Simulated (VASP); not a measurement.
**GeSe2 (relaxed from the pyrite structure, space group Pa-3): computed properties**

These are PBEsol GGA, VASP's PBE PAW potentials (set 64) (plane waves; VASP) values and carry that method's errors.

For GeSe$_{2}$, the space group is Pa-3 (205). The cell comes out as a = b = c = 6.620 Å, α = β = γ = 90.00° and the volume per atom is 24.18 Å^3/atom. The band gap (over mesh and band path) comes out as none (metal, semimetal or under 0.01 eV) and the density is 5.28 g/cm³.

GeSe2 has the cubic space group Pa-3 (No. 205), Pearson symbol cP12. Conventional cell: a = b = c = 6.6203 Å, α = β = γ = 90.00°. Ge on 4a is coordinated by 6 Se at 2.795 Å (octahedral). Se on 8c has 1 Se at 2.398 Å and 3 Ge at 2.795 Å (tetrahedral). (Neighbours: up to the widest gap in distance over summed covalent radii, below 1.35, at either atom.)

The structure was generated: GeSe2 was put into the pyrite type (Pa-3), which need not be its known phase. It was relaxed first, which changed the volume by +24 %. Symmetry was kept, so distortions that lower it aren't found.
